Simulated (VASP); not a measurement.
Output of a VASP run:

**OUTCAR**
```
 ion  position               nearest neighbor table
   1  0.000  0.000  0.000-   3 3.24   4 3.24   3 3.24   4 3.24   4 3.24   3 3.24
   2  0.000  0.000  0.500-   3 3.24   4 3.24   3 3.24   4 3.24   4 3.24   3 3.24
   3  0.333  0.667  0.250-   1 3.24   2 3.24   1 3.24   2 3.24   1 3.24   2 3.24
   4  0.667  0.333  0.750-   1 3.24   2 3.24   1 3.24   2 3.24   1 3.24   2 3.24
  LATTYP: Found a hexagonal cell.
 ALAT       =     3.2744420000
 C/A-ratio  =     3.2175063721
 Subroutine PRICEL returns:
 Original cell was already a primitive cell.
 Subroutine GETGRP returns: Found 24 space group operations
The static configuration has the point symmetry D_3d.
 The point group associated with its full space group is D_6h.
The dynamic configuration has the point symmetry D_3d.
 Subroutine INISYM returns: Found 24 space group operations
 Subroutine IBZKPT returns following result:
 Found     20 irreducible k-points:

 Following reciprocal coordinates:
            Coordinates               Weight
  0.062500  0.062500  0.250000     12.000000
  0.187500  0.062500  0.250000     24.000000
  0.312500  0.062500  0.250000     24.000000
  0.437500  0.062500  0.250000     24.000000
 -0.437500  0.062500  0.250000     24.000000
 -0.312500  0.062500  0.250000     24.000000
 -0.187500  0.062500  0.250000     24.000000
 -0.062500  0.062500  0.250000     12.000000
  0.187500  0.187500  0.250000     12.000000
  0.312500  0.187500  0.250000     24.000000
  0.437500  0.187500  0.250000     24.000000
 -0.437500  0.187500  0.250000     24.000000
 -0.312500  0.187500  0.250000     24.000000
 -0.187500  0.187500  0.250000     12.000000
  0.312500  0.312500  0.250000     12.000000
  0.437500  0.312500  0.250000     24.000000
 -0.437500  0.312500  0.250000     24.000000
 -0.312500  0.312500  0.250000     12.000000
  0.437500  0.437500  0.250000     12.000000
 -0.437500  0.437500  0.250000     12.000000
   k-points           NKPTS =     20   k-points in BZ     NKDIM =     20   number of bands    NBANDS=     26
   number of dos      NEDOS =    301   number of ions     NIONS =      4
   total plane-waves  NPLWV =  19440
   dimension x,y,z NGX =    18 NGY =   18 NGZ =   60
   dimension x,y,z NGXF=    36 NGYF=   36 NGZF=  120
   ions per type =               4
   PREC   = accura    normal or accurate (medium, high low for compatibility)
   ISTART =      0    job   : 0-new  1-cont  2-samecut
   ICHARG =      2    charge: 1-file 2-atom 10-const
   ISPIN  =      1    spin polarized calculation?
   LNONCOLLINEAR =      F non collinear calculations
   LSORBIT =      F    spin-orbit coupling
   INIWAV =      1    electr: 0-lowe 1-rand  2-diag
   ENCUT  =  300.0 eV  22.05 Ry    4.70 a.u.   4.62  4.62 14.88*2*pi/ulx,y,z
   NELM   =    100;   NELMIN=  2; NELMDL= -5     # of ELM steps
   EDIFF  = 0.1E-05   stopping-criterion for ELM
   LREAL  =      F    real-space projection
   NLSPLINE    = F    spline interpolate recip. space projectors
   LMAXMIX     =    4 max onsite mixed and CHGCAR
   VOSKOWN=      0    Vosko Wilk Nusair interpolation
   EDIFFG = 0.1E-04   stopping-criterion for IOM
   NSW    =      0    number of steps for IOM
   NBLOCK =      1;   KBLOCK =      1    inner block; outer block
   IBRION =     -1    ionic relax: 0-MD 1-quasi-New 2-CG
   NFREE  =      0    steps in history (QN), initial steepest desc. (CG)
   ISIF   =      2    stress and relaxation
   ISYM   =      2    0-nonsym 1-usesym 2-fastsym
   TEIN   =    0.0    initial temperature
   TEBEG  =    0.0;   TEEND  =   0.0 temperature during run
   SMASS  =  -3.00    Nose mass-parameter (am)
   PSTRESS=    0.0 pullay stress
   NELECT =      44.0000    total number of electrons
   EFERMI =   0.00;   METHOD = LEGACY
   ISMEAR =     0;   SIGMA  =   0.20  broadening in eV -4-tet -1-fermi 0-gaus
   IALGO  =     38    algorithm
   LDIAG  =      T    sub-space diagonalisation (order eigenvalues)
   IMIX   =      4    mixing-type and parameters
     AMIX     =   0.40;   BMIX     =  1.00
     AMIX_MAG =   1.60;   BMIX_MAG =  1.00
     AMIN     =   0.10
...
```

### OSZICAR
```
       N       E                     dE             d eps       ncg     rms          rms(c)
DAV:   1     0.621653457074E+03    0.62165E+03   -0.16126E+04  1264   0.122E+03
DAV:   2     0.120691867915E+02   -0.60958E+03   -0.60548E+03  1592   0.796E+02
DAV:   3    -0.275177873053E+02   -0.39587E+02   -0.38360E+02  1744   0.230E+02
DAV:   4    -0.295072089253E+02   -0.19894E+01   -0.18773E+01  1752   0.413E+01
DAV:   5    -0.296316851627E+02   -0.12448E+00   -0.11915E+00  1760   0.849E+00    0.106E+01
DAV:   6    -0.271202525737E+02    0.25114E+01   -0.60156E+00  1286   0.260E+01    0.308E+00
DAV:   7    -0.268179942302E+02    0.30226E+00   -0.13249E+00  1416   0.111E+01    0.116E+00
DAV:   8    -0.268067884773E+02    0.11206E-01   -0.28617E-01  1440   0.505E+00    0.899E-01
DAV:   9    -0.267840459908E+02    0.22742E-01   -0.13646E-01  1440   0.325E+00    0.214E-01
DAV:  10    -0.267833446912E+02    0.70130E-03   -0.10273E-02  1536   0.103E+00    0.478E-02
DAV:  11    -0.267834431575E+02   -0.98466E-04   -0.10136E-03  1752   0.262E-01    0.410E-02
DAV:  12    -0.267834130346E+02    0.30123E-04   -0.32862E-04  1440   0.205E-01    0.625E-03
DAV:  13    -0.267834155590E+02   -0.25244E-05   -0.27462E-05  1448   0.446E-02    0.207E-03
DAV:  14    -0.267834161409E+02   -0.58196E-06   -0.59174E-06  1072   0.140E-02
   1 F= -.26783416E+02 E0= -.26702980E+02  d E =-.160872E+00
```

File OUTCAR:
```
------------------------ aborting loop because EDIFF is reached ----------------------------------------
  FORCE on cell =-STRESS in cart. coord.  units (eV):
  Direction    XX          YY          ZZ          XY          YZ          ZX
  --------------------------------------------------------------------------------------
  Total       -2.8205364     -2.8205345     -3.0902353      0.0000000      0.0000000      0.0000000
  in kB      -46.1934597    -46.1934286    -50.6104652      0.0000000      0.0000000      0.0000000
  external PRESSURE =     -47.6657845 kB  Pullay stress =       0.0000000 kB
  volume of cell :       97.83
      direct lattice vectors                 reciprocal lattice vectors
     3.274442000  0.000000000  0.000000000     0.305395545  0.176320260  0.000000000
    -1.637221000  2.835749000  0.000000000     0.000000000  0.352640519  0.000000000
     0.000000000  0.000000000 10.535538000     0.000000000  0.000000000  0.094916842
 POSITION                                       TOTAL-FORCE (eV/Angst)
 -----------------------------------------------------------------------------------
      0.00000      0.00000      0.00000         0.000000      0.000000     -0.000000
      0.00000      0.00000      5.26777         0.000000      0.000000     -0.000000
     -0.00000      1.89050      2.63388        -0.000000     -0.000000      0.000000
      1.63722      0.94525      7.90165         0.000000      0.000000      0.000000
 -----------------------------------------------------------------------------------
    total drift:                                0.000000     -0.000000      0.000000
  FREE ENERGIE OF THE ION-ELECTRON SYSTEM (eV)
  ---------------------------------------------------
  free  energy   TOTEN  =       -26.7834161409 eV

  energy  without entropy=      -26.6225442250  energy(sigma->0) =      -26.70298018
```
(Selected blocks of OUTCAR.)

### POSCAR
```
Sc
1
    3.2744420000     0.0000000000     0.0000000000
   -1.6372210000     2.8357490000     0.0000000000
    0.0000000000     0.0000000000    10.5355380000
Sc
4
Direct
  0.0000000000   0.0000000000   0.0000000000
  0.0000000000   0.0000000000   0.5000000000
  0.3333330000   0.6666670000   0.2500000000
  0.6666670000   0.3333330000   0.7500000000
```

Problem. Reconstruct the remaining input files.

Solution. One answer among several that fit: the input of the run itself, LDA (Ceperley-Alder, Perdew-Zunger), plane waves, VASP's LDA PAW potentials (set 64).

### KPOINTS
```
Automatic mesh
0
Gamma
8 8 2
0.5 0.5 0.5
```

INCAR:
```
SYSTEM  =  Sc
PREC  =  Accurate; ENCUT  =  300; LREAL  =  .False.
LASPH  =  .True.
EDIFF  =  1E-6; NELM  =  100; ALGO  =  Normal
LMAXMIX  =  4
ISMEAR  =  0; SIGMA  =  0.2
ISIF  =  2
LWAVE  =  .False.; LCHARG  =  .False.
```

POTCAR, in this order: Sc_sv (LDA.64 set). Program: vasp_std.

At this cut-off the stress carries a Pulay error, which pulls relaxed volumes low.

The structure was generated: Sc was put into an ordered model structure, which need not be its known phase. The cell was not relaxed at this level.
